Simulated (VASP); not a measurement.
Wanted: the native input for a VASP 6.6.1 run.

| Item | Value |
| --- | --- |
| Task | single point |
| Functional | PBE |
| Potentials or basis | VASP PAW PBE potentials, release 64 (Ta_pv, As, Au, O) |
| Cutoff | 520 eV |
| k mesh | 6 × 6 × 3 |
| Occupations | fermi-dirac, width 0.05 eV |
| Spin | no spin polarisation |
| Further INCAR settings | ALGO = Normal; EDIFF = 1e-07; NBANDS = 84 |

The structure of Ta3AsAu2O13 lies in POSCAR:

```
Ta3AsAu2O13
1.0
    5.4520400000      0.0000000000      0.0000000000
   -2.7260200000      4.7216100000      0.0000000000
    0.0000000000      0.0000000000      9.5790200000
Ta As Au O
3 1 2 13
Direct
    0.0000000000      0.0000000000      0.1940800000
    0.0000000000      0.0000000000      0.8059200000
    0.6666700000      0.3333300000      0.0000000000
    0.0000000000      0.0000000000      0.5000000000
    0.3333300000      0.6666700000      0.2742800000
    0.3333300000      0.6666700000      0.7257200000
    0.0000000000      0.0000000000      0.0000000000
    0.2394700000      0.9712900000      0.3640200000
    0.0287100000      0.2681800000      0.3640200000
    0.7318200000      0.7605300000      0.3640200000
    0.2394700000      0.9712900000      0.6359800000
    0.0287100000      0.2681800000      0.6359800000
    0.7318200000      0.7605300000      0.6359800000
    0.3845200000      0.3342500000      0.8584400000
    0.6657500000      0.0502600000      0.8584400000
    0.9497400000      0.6154800000      0.8584400000
    0.3845200000      0.3342500000      0.1415600000
    0.6657500000      0.0502600000      0.1415600000
    0.9497400000      0.6154800000      0.1415600000
```

The cell was built by a generator and needn't be a form met in nature.

One way to write it, as run:

INCAR

```
PREC     = Accurate       # precision mode
ENCUT    = 520            # plane-wave cutoff, eV
EDIFF    = 1E-7           # SCF threshold, eV
ISMEAR   = -1             # smearing method
SIGMA    = 0.05           # smearing width, eV
LREAL    = False          # projectors in reciprocal space
LASPH    = True           # aspherical terms in the spheres
NELM     = 100            # most SCF steps
ALGO     = Normal         # electronic algorithm
ISIF     = 2              # what is computed and relaxed
LWAVE    = False          # write WAVECAR
LCHARG   = False          # write CHGCAR
GGA      = PE             # functional
NBANDS   = 84             # bands
KPAR     = 4
```

KPOINTS

```
Automatic mesh
0
Gamma
  6 6 3
```

Potentials or basis: VASP PAW PBE potentials, release 64 (Ta_pv, As, Au, O).

Launch:

```console
$ cat potpaw_PBE.64/Ta_pv/POTCAR potpaw_PBE.64/As/POTCAR potpaw_PBE.64/Au/POTCAR potpaw_PBE.64/O/POTCAR > POTCAR
$ mpirun -np 4 vasp_std > vasp.out
```

Results of the run:

```json
{"Pressure": "0.4 GPa", "Largest force": "0.298 eV/Å", "Band gap on the k mesh": "none (metal or under the smearing width)"}
```

Wall time 7.5 min on 4 MPI ranks on Intel(R) Xeon(R) Platinum 8488C (Sapphire Rapids), with other jobs on the host, peak memory 0.81 GiB a rank.
